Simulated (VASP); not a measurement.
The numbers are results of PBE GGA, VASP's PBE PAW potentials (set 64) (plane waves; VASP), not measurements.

Input for VASP

**INCAR**
```
ALGO = Normal
EDIFF = 1E-6
ENCUT = 520
GGA = PE
ISIF = 2
ISMEAR = 1
LASPH = .TRUE.
LCHARG = .FALSE.
LMAXMIX = 4
LREAL = .FALSE.
LWAVE = .FALSE.
NELM = 100
PREC = Accurate
SIGMA = 0.1
SYSTEM = TiAl
```

**KPOINTS**
```
Automatic mesh
0
Gamma
11 12 8
0 0 0
```

POSCAR:
```
TiAl
1
    2.8725310000     0.0000000000     0.0000000000
    0.0000000000     2.8241150000     0.0000000000
    0.0000000000     0.0000000000     4.0770390000
Ti Al
1 1
Direct
  0.0000000000   0.0000000000   0.0000000000
  0.5149240000   0.5000000000   0.5000000000
```

POTCAR, in this order: Ti_sv Al (PBE.64 set). Program: vasp_std.

Output

File OSZICAR:
```
       N       E                     dE             d eps       ncg     rms          rms(c)
DAV:   1     0.881530083296E+02    0.88153E+02   -0.74987E+03  4623   0.138E+03
DAV:   2    -0.795826581817E+01   -0.96111E+02   -0.93526E+02  4674   0.331E+02
DAV:   3    -0.138031956182E+02   -0.58449E+01   -0.55993E+01  7302   0.785E+01
DAV:   4    -0.140076599695E+02   -0.20446E+00   -0.20247E+00  5833   0.129E+01
DAV:   5    -0.140173356703E+02   -0.96757E-02   -0.96651E-02  6783   0.253E+00    0.952E+00
DAV:   6    -0.125517375749E+02    0.14656E+01   -0.13106E+01  5786   0.388E+01    0.342E+00
DAV:   7    -0.123985688511E+02    0.15317E+00   -0.12920E+00  5442   0.121E+01    0.183E+00
DAV:   8    -0.123861040219E+02    0.12465E-01   -0.15880E-01  5358   0.449E+00    0.519E-01
DAV:   9    -0.123841802306E+02    0.19238E-02   -0.29171E-02  5596   0.226E+00    0.224E-01
DAV:  10    -0.123843100715E+02   -0.12984E-03   -0.17725E-03  5758   0.494E-01    0.489E-02
DAV:  11    -0.123842952731E+02    0.14798E-04   -0.37473E-04  6262   0.204E-01    0.438E-02
DAV:  12    -0.123842989628E+02   -0.36897E-05   -0.26216E-05  5360   0.590E-02    0.106E-02
DAV:  13    -0.123842987633E+02    0.19953E-06   -0.18458E-06  4271   0.179E-02
   1 F= -.12384299E+02 E0= -.12384513E+02  d E =0.643675E-03
```

File OUTCAR:
```
------------------------ aborting loop because EDIFF is reached ----------------------------------------
  FORCE on cell =-STRESS in cart. coord.  units (eV):
  Direction    XX          YY          ZZ          XY          YZ          ZX
  --------------------------------------------------------------------------------------
  Total       -0.7573986     -0.1873210     -0.3005233      0.0000000      0.0000000      0.0000000
  in kB      -36.6896099     -9.0741327    -14.5578340      0.0000000      0.0000000      0.0000000
  external PRESSURE =     -20.1071922 kB  Pullay stress =       0.0000000 kB
  volume of cell :       33.07
      direct lattice vectors                 reciprocal lattice vectors
     2.872531000  0.000000000  0.000000000     0.348125051  0.000000000  0.000000000
     0.000000000  2.824115000  0.000000000     0.000000000  0.354093229  0.000000000
     0.000000000  0.000000000  4.077039000     0.000000000  0.000000000  0.245276045
 POSITION                                       TOTAL-FORCE (eV/Angst)
 -----------------------------------------------------------------------------------
      0.00000      0.00000      0.00000         0.179248      0.000000      0.000000
      1.47914      1.41206      2.03852        -0.179248      0.000000      0.000000
 -----------------------------------------------------------------------------------
    total drift:                               -0.000018     -0.000000      0.000000
  FREE ENERGIE OF THE ION-ELECTRON SYSTEM (eV)
  ---------------------------------------------------
  free  energy   TOTEN  =       -12.3842987633 eV

  energy  without entropy=      -12.3849424380  energy(sigma->0) =      -12.38451332
```
(Selected blocks of OUTCAR.)

**OUTCAR**
```
 val. band max:        8.1199553457   @ k =   0.3636   0.2500   0.0000

 cond. band min:       8.1257196239   @ k =   0.1818   0.0833   0.2500


 Fermi energy:         8.1250368345

 k-point     1 :       0.0000    0.0000    0.0000
  band No.  band energies     occupation
      1     -48.5556      2.00000
      2     -24.9514      2.00000
      3     -24.5474      2.00000
      4     -24.4974      2.00000
      5      -0.8193      2.00000
      6       6.3146      2.00000
      7       7.3072      2.00000
      8       7.8108      2.00008
      9      10.1422      0.00000
     10      10.2774      0.00000
     11      11.3219      0.00000

 k-point     2 :       0.0909    0.0000    0.0000
  band No.  band energies     occupation
      1     -48.5518      2.00000
      2     -24.9475      2.00000
      3     -24.5803      2.00000
      4     -24.4947      2.00000
      5      -0.6624      2.00000
      6       6.4377      2.00000
      7       7.3530      2.00000
      8       7.6619      2.00000
      9      10.3015      0.00000
     10      10.3364      0.00000
     11      11.1816      0.00000

 k-point     3 :       0.1818    0.0000    0.0000
  band No.  band energies     occupation
      1     -48.5418      2.00000
      2     -24.9373      2.00000
      3     -24.6681      2.00000
      4     -24.4873      2.00000
      5      -0.1980      2.00000
      6       6.7513      2.00000
      7       7.3224      2.00000
      8       7.3905      2.00000
      9      10.3670      0.00000
     10      10.8336      0.00000
     11      10.8376      0.00000

 k-point     4 :       0.2727    0.0000    0.0000
  band No.  band energies     occupation
      1     -48.5285      2.00000
      2     -24.9237      2.00000
      3     -24.7817      2.00000
      4     -24.4776      2.00000
      5       0.5567      2.00000
      6       6.8482      2.00000
      7       6.9522      2.00000
      8       7.2806      2.00000
      9      10.4399      0.00000
...
```

The compound is TiAl in the L1_0 structure. The cell was not relaxed at this level, atoms are displaced from their ideal sites. The run is one of a series of settings (ENCUT = 520 against the base run), some of them coarse on purpose. The electron count is odd and the run is not spin-polarised, which forces a metal.
